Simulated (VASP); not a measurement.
Output of a VASP run:

**OSZICAR**
```
...
DAV:   9    -0.607795524116E+02    0.16364E-05   -0.20217E-07  2520   0.460E-03    0.435E-04
DAV:  10    -0.607795531728E+02   -0.76118E-06   -0.34141E-08  1768   0.252E-03    0.220E-04
DAV:  11    -0.607795535250E+02   -0.35221E-06   -0.82952E-09  1568   0.117E-03    0.875E-05
DAV:  12    -0.607795537243E+02   -0.19925E-06   -0.30385E-09  1560   0.733E-04    0.340E-05
DAV:  13    -0.607795535883E+02    0.13600E-06   -0.87667E-10  1552   0.429E-04    0.176E-05
DAV:  14    -0.607795536133E+02   -0.25020E-07   -0.26828E-10  1560   0.227E-04
   2 F= -.60779554E+02 E0= -.60779309E+02  d E =-.255437E-03
       N       E                     dE             d eps       ncg     rms          rms(c)
DAV:   1    -0.607885283947E+02   -0.89748E-02   -0.43297E-01  3280   0.618E+00    0.463E-01
DAV:   2    -0.607812817631E+02    0.72466E-02   -0.66374E-03  3240   0.873E-01    0.264E-01
DAV:   3    -0.607801390625E+02    0.11427E-02   -0.39464E-03  3184   0.819E-01    0.780E-02
DAV:   4    -0.607805881715E+02   -0.44911E-03   -0.11870E-03  3232   0.413E-01    0.528E-02
DAV:   5    -0.607805593726E+02    0.28799E-04   -0.22479E-04  3200   0.161E-01    0.425E-02
DAV:   6    -0.607804924927E+02    0.66880E-04   -0.56381E-04  3112   0.257E-01    0.208E-02
DAV:   7    -0.607805409085E+02   -0.48416E-04   -0.16060E-04  3112   0.148E-01    0.405E-03
DAV:   8    -0.607805370173E+02    0.38912E-05   -0.11124E-05  3232   0.394E-02    0.239E-03
DAV:   9    -0.607805320720E+02    0.49453E-05   -0.16867E-06  3280   0.130E-02    0.196E-03
DAV:  10    -0.607805347776E+02   -0.27056E-05   -0.66691E-07  3104   0.104E-02    0.904E-04
DAV:  11    -0.607805356899E+02   -0.91229E-06   -0.91173E-08  2464   0.384E-03    0.298E-04
DAV:  12    -0.607805366741E+02   -0.98421E-06   -0.55911E-08  2024   0.329E-03    0.115E-04
DAV:  13    -0.607805362816E+02    0.39246E-06   -0.34891E-08  1600   0.256E-03    0.513E-05
DAV:  14    -0.607805363244E+02   -0.42817E-07   -0.15151E-09  1552   0.453E-04
   3 F= -.60780536E+02 E0= -.60780470E+02  d E =-.123815E-02
       N       E                     dE             d eps       ncg     rms          rms(c)
DAV:   1    -0.608142423513E+02   -0.33706E-01   -0.17380E+00  3240   0.124E+01    0.931E-01
DAV:   2    -0.607852848862E+02    0.28957E-01   -0.26410E-02  3216   0.173E+00    0.534E-01
DAV:   3    -0.607798671623E+02    0.54177E-02   -0.16589E-02  3216   0.171E+00    0.159E-01
DAV:   4    -0.607820687603E+02   -0.22016E-02   -0.48463E-03  3272   0.849E-01    0.110E-01
DAV:   5    -0.607819019096E+02    0.16685E-03   -0.76861E-04  3192   0.297E-01    0.888E-02
DAV:   6    -0.607817360999E+02    0.16581E-03   -0.22071E-03  3144   0.491E-01    0.505E-02
DAV:   7    -0.607819876701E+02   -0.25157E-03   -0.60540E-04  3104   0.263E-01    0.845E-03
DAV:   8    -0.607819722076E+02    0.15462E-04   -0.56671E-05  3232   0.915E-02    0.656E-03
DAV:   9    -0.607819659539E+02    0.62537E-05   -0.61778E-06  3192   0.275E-02    0.606E-03
DAV:  10    -0.607819712462E+02   -0.52922E-05   -0.21856E-06  3224   0.192E-02    0.317E-03
DAV:  11    -0.607819732918E+02   -0.20456E-05   -0.30809E-07  2688   0.693E-03    0.975E-04
DAV:  12    -0.607819751455E+02   -0.18537E-05   -0.10392E-07  2408   0.428E-03    0.256E-04
DAV:  13    -0.607819747689E+02    0.37655E-06   -0.46499E-08  1808   0.303E-03    0.119E-04
DAV:  14    -0.607819750287E+02   -0.25979E-06   -0.21680E-08  1568   0.166E-03    0.108E-04
DAV:  15    -0.607819749660E+02    0.62760E-07   -0.17759E-09  1552   0.575E-04
   4 F= -.60781975E+02 E0= -.60782195E+02  d E =-.267679E-02
```

### OUTCAR
```
------------------------ aborting loop because EDIFF is reached ----------------------------------------
  FORCE on cell =-STRESS in cart. coord.  units (eV):
  Direction    XX          YY          ZZ          XY          YZ          ZX
  --------------------------------------------------------------------------------------
  Total        0.4611443      0.4611445      0.4487031      0.0000000      0.0000000     -0.0000000
  in kB       17.8683129     17.8683182     17.3862422      0.0000000      0.0000000     -0.0000000
  external PRESSURE =      17.7076244 kB  Pullay stress =       0.0000000 kB
  volume of cell :       41.35
      direct lattice vectors                 reciprocal lattice vectors
     1.482897954 -2.568454984  0.000000000     0.337177618 -0.194669559  0.000000000
     1.482897954  2.568454984  0.000000000     0.337177618  0.194669559  0.000000000
    -0.000000000  0.000000000  5.428135381    -0.000000000  0.000000000  0.184225324
 POSITION                                       TOTAL-FORCE (eV/Angst)
 -----------------------------------------------------------------------------------
      1.48290      0.85615      1.35703         0.000000      0.000000      0.000000
      1.48290     -0.85615      4.07110        -0.000000     -0.000000      0.000000
 -----------------------------------------------------------------------------------
    total drift:                                0.000000      0.000180      0.000002
  FREE ENERGIE OF THE ION-ELECTRON SYSTEM (eV)
  ---------------------------------------------------
  free  energy   TOTEN  =       -60.7819749660 eV

  energy  without entropy=      -60.7826338441  energy(sigma->0) =      -60.78219459

 reached required accuracy - stopping structural energy minimisation
```
(Selected blocks of OUTCAR.)

### POSCAR
```
Cd
1
    1.4693632914    -2.5450121659     0.0000000000
    1.4693632914     2.5450121659     0.0000000000
    0.0000000000     0.0000000000     5.5285958898
Cd
2
Direct
  0.3333330000   0.6666670000   0.2500000000
  0.6666670000   0.3333330000   0.7500000000
```

Task: Write an INCAR and KPOINTS that could have produced this output.

Result: This is not unique; one that fits is the input of the run itself, SCAN meta-GGA, plane waves, VASP's PBE PAW potentials (set 64).

**INCAR**
```
! general
SYSTEM   =  Cd
PREC     =  Accurate
ENCUT    =  520   ! plane-wave cut-off (eV)
LREAL    =  .FALSE.   ! projection in real space or not
LASPH    =  .TRUE.

! electronic loop
EDIFF    =  1E-7
NELM     =  100   ! most electronic steps
ALGO     =  Normal   ! blocked Davidson
LMAXMIX  =  4
LMIXTAU  =  .TRUE.

! smearing
ISMEAR   =  1
SIGMA    =  0.1   ! width (eV)

! functional
METAGGA  =  SCAN

! ions
IBRION   =  2   ! conjugate gradients
NSW      =  30   ! most ionic steps
ISIF     =  4   ! ions and shape, fixed volume
EDIFFG   =  -0.01   ! ionic stop

! output
LWAVE    =  .FALSE.
LCHARG   =  .FALSE.
```

KPOINTS:
```
Automatic mesh
0
Gamma
14 14 7
0 0 0
```

POTCAR, in this order: Cd (PBE.64 set). Program: vasp_std.

The compound is Cd in the hcp structure. This cell is one point of a volume scan, at 0.97 of the reference volume. Symmetry was kept, so distortions that lower it aren't found.
